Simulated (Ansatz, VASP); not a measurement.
## One calculation of B5C, two programs

File INCAR:

```
SYSTEM = B5C
ALGO = Normal
EDIFF = 1E-6
ENCUT = 520
GGA = PE
ISIF = 2
ISMEAR = 0
LASPH = .TRUE.
LCHARG = .FALSE.
LREAL = .FALSE.
LWAVE = .FALSE.
NBANDS = 18
NELM = 60
PREC = Accurate
SIGMA = 0.1
```

File KPOINTS:

```
k-points
0
G
  6 6 2
  0 0 0
```

POSCAR

```
B5C
1.0
    2.5102171300      0.0000000000      0.0000000000
   -1.2551085600      2.1739118000      0.0000000000
    0.0000000000      0.0000000000     12.5608404700
B C
5 1
Direct
    0.6666666700      0.3333333300      0.1697627500
    0.0000000000      0.0000000000      0.3333671700
    0.6666666700      0.3333333300      0.5000000000
    0.0000000000      0.0000000000      0.6666328300
    0.6666666700      0.3333333300      0.8302372500
    0.0000000000      0.0000000000      0.0000000000
```

Input for Ansatz:

```yaml
crystal:
  lattice:
    - [2.51021713, 0.0, 0.0]
    - [-1.25510856, 2.1739118, 0.0]
    - [0.0, 0.0, 12.56084047]
  atoms:
    - { symbol: B, position: [0.66666667, 0.33333333, 0.16976275] }
    - { symbol: B, position: [0.0, 0.0, 0.33336717] }
    - { symbol: B, position: [0.66666667, 0.33333333, 0.5] }
    - { symbol: B, position: [0.0, 0.0, 0.66663283] }
    - { symbol: B, position: [0.66666667, 0.33333333, 0.83023725] }
    - { symbol: C, position: [0.0, 0.0, 0.0] }
basis:
  ecutwfc: 420
kpoints:
  mp_grid: { grid: [6, 6, 2] }
hamiltonian:
  xc: pbe
scf:
  occupations: { method: gaussian, width: 0.1 }
  lower_state_search: "off"
output:
  forces: true
  stress: true
  eigenvalues: true
```

Change from the starting cell: species swapped into the Li5Mg type (P-6m2, No. 187).

Alike in both runs: task single point; functional PBE; k mesh 6 × 6 × 2; occupations gaussian, width 0.1 eV; no spin polarisation.

|  | VASP | Ansatz |
| --- | --- | --- |
| version | VASP 6.6.1 | Ansatz 0.2.0 |
| potentials or method | VASP PAW PBE potentials, release 64 (B, C) | scalar-relativistic, plane waves, PAW |
| plane-wave cutoff (eV) | 520 | 420 |
| valence electrons in the cell | 19 | 19 |

```tsv
	VASP	Ansatz	Ansatz less VASP
gap on the k mesh at the Fermi level (eV)	none	none	-
rms of the force components (eV/Å)	0.197	0.196	-0.0009
```

Atom by atom the forces differ by 0.001 eV/Å (rms over components). A gap of «none» marks a metal or a gap that the smearing closes.

Caveats: the k mesh is coarse (spacing up to 0.48 Å⁻¹), so the values aren't converged.
